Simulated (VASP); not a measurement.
Cost and result of VASP (PAW) for the bulk modulus of AgBr (rock salt). Static lattice, third-order Birch-Murnaghan fit over five volumes. The cost counts the five points of the equation of state, each on the mesh and cut-off of its row, so the ratios hold those differences too. With PBE it took about 60 core-seconds. The timings are rough (shared machines, no repeats); factors under 2 mean little.

```tsv
level	k-mesh	cut-off (eV)	bulk modulus (GPa)	cost over PBE
LDA	8×8×8	520	63.2	within a factor of 2
PBEsol	8×8×8	520	52.3	within a factor of 2
PBE	8×8×8	520	38.8	reference
HSE06	6×6×6	520	38.5	about 60 times
HSEsol	6×6×6	520	(withheld)	about 60 times
```

Q: Complete the blanks.

A: 
- HSEsol, bulk modulus (GPa): 49.2

Left out are levels that failed, ran on another kind of processor or have no fit band path; at most nine are shown.

The compound is AgBr in the rock salt structure.
